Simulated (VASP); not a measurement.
An input for Quantum ESPRESSO's pw.x (written as the equivalent of a VASP run, and not itself run):

```
&CONTROL
  calculation = 'vc-relax'
  pseudo_dir = './pseudo'
  outdir = './out'
  tprnfor = .true.
  tstress = .true.
  nstep = 60
  forc_conv_thr = 0.00039
/
&SYSTEM
  ibrav = 0
  nat = 2
  ntyp = 1
  ecutwfc = 78
  occupations = 'smearing'
  smearing = 'methfessel-paxton'
  degauss = 0.00735
  input_dft = 'vdw-df2'
/
&ELECTRONS
  conv_thr = 7.3e-08
  electron_maxstep = 100
/
&IONS
/
&CELL
/
ATOMIC_SPECIES
  Sc 44.956 Sc.upf
CELL_PARAMETERS angstrom
     1.6550000   -2.8665440    0.0000000
     1.6550000    2.8665440    0.0000000
     0.0000000    0.0000000    5.2700000
ATOMIC_POSITIONS crystal
  Sc   0.3333330  0.6666670  0.2500000
  Sc   0.6666670  0.3333330  0.7500000
K_POINTS automatic
  11 11 6 0 0 0
```

### Question
Write the VASP files for the same calculation (vdW-DF2).

### Answer
One answer among several that fit: 
### KPOINTS
```
Automatic
0
G
11 11 6
```

**INCAR**
```
# general
SYSTEM  =Sc
PREC    =Accurate
ENCUT   =520
LREAL   =.FALSE.
LASPH   =.TRUE.

# electronic loop
EDIFF   =1E-6
NELM    =100
ALGO    =Normal
LMAXMIX =4

# smearing
ISMEAR  =1
SIGMA   =0.1

# functional
GGA     =ML
LUSE_VDW=.TRUE.
AGGAC   =0.0
ZAB_VDW =-1.8867

# ions
IBRION  =2
NSW     =60
ISIF    =3
EDIFFG  =-0.01

# output
LWAVE   =.FALSE.
LCHARG  =.FALSE.
```

POSCAR:
```
Sc
1
    1.6550000000    -2.8665440000     0.0000000000
    1.6550000000     2.8665440000     0.0000000000
    0.0000000000     0.0000000000     5.2700000000
Sc
2
Direct
  0.3333330000   0.6666670000   0.2500000000
  0.6666670000   0.3333330000   0.7500000000
```

POTCAR, in this order: Sc_sv (PBE.64 set). Program: vasp_std.

What does not carry over: the potentials are each code's own (VASP's PAW set, PseudoDojo norm-conserving files in pw.x), so ENCUT and ecutwfc are chosen apart and not converted; conv_thr bounds pw.x's estimated SCF error, while EDIFF bounds the energy change between steps; forc_conv_thr acts on force components and is met together with etot_conv_thr.

The compound is Sc in the hcp structure. This run relaxes it. Symmetry was kept, so distortions that lower it aren't found.
